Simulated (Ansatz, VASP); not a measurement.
# Cross-check of HfN between VASP and Ansatz, part 2 of 2

One calculation is typed for both programs; each brings its own data sets. How far apart do they land? The cell is taken from a series of runs on this material, whose earlier steps may have relaxed, scaled, displaced or heated it; both programs get it as it stands.

VASP 6.6.1 and Ansatz 0.2.0.

So far: The starting structure; VASP: zone-centre phonons, PBEsol, pair 1; Ansatz: zone-centre phonons, PBEsol, pair 1; Side by side.

## Step 5: Ansatz: zone-centre phonons, PBEsol, pair 2

Level of this step: Ansatz beside VASP: Kohn-Sham DFT, plane waves, PBEsol (Ansatz).

Second derivatives magnify differences that forces hide, and they need a tight electronic threshold. The cell compared in this pair holds 24.17 Å³, against 23.72 Å³ for the pair before.

The cell is taken from a series of runs on this material, whose earlier steps may have relaxed, scaled, displaced or heated it; both programs get it as it stands.

input.yaml

```yaml
crystal:
  lattice:
    - [0.0, 2.2949593184, 2.2949593184]
    - [2.2949593184, 0.0, 2.2949593184]
    - [2.2949593184, 2.2949593184, 0.0]
  atoms:
    - { symbol: "N", position: [0.5, 0.5, 0.5] }
    - { symbol: Hf, position: [0.0, 0.0, 0.0] }
kpoints:
  mp_grid: { grid: [16, 16, 16] }
hamiltonian:
  xc: pbesol
  pseudopotentials: { kind: paw, azcp: { folder: soft_1 }, xc_functional: pbe }
scf:
  occupations: { method: methfessel_paxton, width: 0.2 }
output:
  eigenvalues: true
phonons:
  method: dfpt
```

The run is started by

```
ansatz run input.yaml --threads 4 --pin off --max-ram 10240MiB --backend cpu --events-out ev --progress --plain --runs-dir out
```

Numbers of over 12 decimals in the logs are rounded to 6 here.

The log of the run:

```text
[...]
Crystal: 2 atoms, lattice volume = 24.174 Å³
Basis set: ecut = 420 eV, 459 PW (Γ), exchange–correlation on 48×48×48 points (8 copies of the dense FFT grid, shifted against one another)
Bands: 20, of which v1, the nominal top of the filled ones, is band 16 counted from 1 (15 counted from 0)
Symmetry: 48 space group operations
k-points: 349 of 4096 (irreducible under 8 space group operations, time reversal used)
[...]
k-point 2: bands = [... 12 lower, 16.7772, 17.3291, 17.3291, 20.8832, 21.0590, 21.0590, 23.3448, 23.8114]
  k-point 348: bands = [... 12 lower, 15.0062, 15.5540, 15.5540, 22.0216, 22.0216, 26.0364, 26.1391, 26.6476]
[...]
ASR residual: 3.720e-5 → 0.000e0 eV/Å²; symmetrization residual: 1.480e-6 eV/Å²
  ASR residual per site (eV/Å²): 3.72e-5 1.53e-5
  Γ frequencies (cm⁻¹): 0.00 0.00 0.00 446.42 446.42 446.42
[...]
[key lines of the parts left out:]
SCF converged after 11 iterations
Free energy (F): -15980.957436 eV
Fermi energy:    20.950904 eV
```

## Step 6: VASP: zone-centre phonons, PBEsol, pair 2

The same cell, functional, mesh and smearing now go to VASP, with its own data sets.

INCAR

```
SYSTEM = HfN
PREC = Accurate
ENCUT = 600
EDIFF = 1E-08
NELM = 120
ISMEAR = 1
SIGMA = 0.2
LREAL = .FALSE.
ALGO = Normal
GGA = PS
NBANDS = 13
LASPH = .TRUE.
LORBIT = 11
LWAVE = .FALSE.
LCHARG = .FALSE.
ISIF = 2
IBRION = 8
GGA_COMPAT = .FALSE.
KPAR = 2
```

POSCAR

```
HfN
1.0
    0.0000000000      2.2949593184      2.2949593184
    2.2949593184      0.0000000000      2.2949593184
    2.2949593184      2.2949593184      0.0000000000
N Hf
1 1
Direct
    0.5000000000      0.5000000000      0.5000000000
    0.0000000000      0.0000000000      1.0000000000
```

KPOINTS

```
Automatic mesh
0
Gamma
16 16 16
0 0 0
```

Potentials, in the order of the species: N and Hf_pv (PBE family, release 64).

The run is started by

```
mpirun -np 2 vasp_std
```

The log of the run:

```text
[banner, memory and clock lines left out]
running    2 mpi-ranks, on    1 nodes
[...]
[... a notice as in an earlier step ...]

 LDA part: xc-table for (Slater+PW92), standard interpolation
 POSCAR, INCAR and KPOINTS ok, starting setup
[...]
entering main loop
       N       E                     dE             d eps       ncg     rms          rms(c)
DAV:   1     0.422771601670E+02    0.42277E+02   -0.86561E+03  3770   0.121E+03
DAV:   2    -0.231366592885E+02   -0.65414E+02   -0.60998E+02  5003   0.265E+02
DAV:   3    -0.256383258312E+02   -0.25017E+01   -0.24800E+01  4637   0.436E+01
DAV:   4    -0.256516188877E+02   -0.13293E-01   -0.13290E-01  4138   0.356E+00
[...]
DAV:  14    -0.229123919974E+02    0.63687E-07   -0.47664E-08  4554   0.194E-03    0.562E-03
DAV:  15    -0.229123920218E+02   -0.24404E-07   -0.13509E-08  2848   0.113E-03    0.485E-04
DAV:  16    -0.229123920236E+02   -0.17401E-08   -0.18193E-09  1935   0.481E-04
   1 F= -.22912392E+02 E0= -.22912491E+02  d E =0.295950E-03
[...]
RMM:  10    -0.230876576553E+00    0.10774E-06   -0.50364E-08 16842   0.230E-05    0.317E-05
RMM:  11    -0.230876523359E+00    0.53195E-07   -0.20645E-08 15889   0.746E-06    0.134E-05
RMM:  12    -0.230876524307E+00   -0.94833E-09   -0.48522E-09 13470   0.354E-06    0.529E-06
 first order change of Fermi-energy   0.47389E-04
 force on displaced ion       1 direction 1 :  -9.533   0.000   0.000
 Linear response progress:
  Degree of freedom:   2/  2
       N       E                     dE             d eps       ncg     rms          rms(c)
RMM:   1    -0.211126074721E+00   -0.21113E+00    0.34333E+00 10477   0.115E+01
RMM:   2    -0.208812506343E+00    0.23136E-02   -0.27350E-02 13871   0.124E+00    0.539E-01
RMM:   3    -0.208236255186E+00    0.57625E-03   -0.72226E-04 16800   0.142E-01    0.287E-01
RMM:   4    -0.207720973401E+00    0.51528E-03   -0.75015E-05 18225   0.586E-02    0.135E-01
[...]
RMM:  11    -0.207412905664E+00    0.11274E-07    0.87750E-08 20592   0.510E-05    0.400E-05
RMM:  12    -0.207412875781E+00    0.29883E-07    0.55920E-08 19663   0.273E-05    0.108E-05
RMM:  13    -0.207412871705E+00    0.40759E-08    0.21163E-08 16849   0.146E-05    0.197E-05
 first order change of Fermi-energy   0.17151E-03
 force on displaced ion       2 direction 1 :  -9.533   0.000   0.000
 Linear response finished
```

From OUTCAR (step 6):

```text
  Total       -2.5378353     -2.5378353     -2.5378353     -0.0000000     -0.0000000      0.0000000
  in kB     -168.1973124   -168.1973124   -168.1973124     -0.0000000     -0.0000000      0.0000000
  external PRESSURE =    -168.1973124 kB  Pullay stress =       0.0000000 kB

 POSITION                                       TOTAL-FORCE (eV/Angst)
 -----------------------------------------------------------------------------------
      2.29496      2.29496      2.29496         0.000000      0.000000      0.000000
      0.00000      0.00000      0.00000         0.000000      0.000000      0.000000
 -----------------------------------------------------------------------------------
    total drift:                                0.000000      0.000000      0.000000

[... 1 part as in an earlier step ...]

[... 1 further part left out ...]
```

## Step 7: Differences

What differs besides the data sets and the points named for the pairs above, as far as they apply: the data sets hold 31 valence electrons in Ansatz (on its PAW soft_1 files) and 15 in VASP. Total energies have different zeros and are not compared.

The two programs side by side:

```
                  quantity  Ansatz   VASP  difference
optical mode 1 to 3 (cm⁻¹)   446.4  446.8     -0.10 %
```

Modes are paired by rising frequency, not by their patterns, so a pair may set unlike modes beside each other; they are those without the splitting of longitudinal modes.

## Step 8: Summary of results

- r.m.s. difference of the optical zone-centre modes, each program's sorted by frequency (zone-centre phonons, PBEsol, pair 1): 0.85 cm⁻¹
- r.m.s. difference of the optical zone-centre modes, each program's sorted by frequency (zone-centre phonons, PBEsol, pair 2): 0.43 cm⁻¹

In words: The r.m.s. difference of the optical zone-centre modes, each program's sorted by frequency is 0.85 cm⁻¹ (zone-centre phonons, PBEsol, pair 1). The data sets hold unlike numbers of valence electrons (31 in Ansatz and 15 in VASP), so part of the differences comes from the potentials. How closely two codes agree says nothing of how well the functional describes the real material.

[Lines on the potential files, build, host, timing and source positions are cut from VASP's logs without a mark.]

[Logs are printed without paths, hosts, clocks, repeated set-up lines and the standing remarks that a program may print on its own settings, such as how far it seeks lower states.]

[Hosts, paths, dates, database ids (printed as entryN), source tags and the programs' standing remarks are cut or masked in the printed files.]
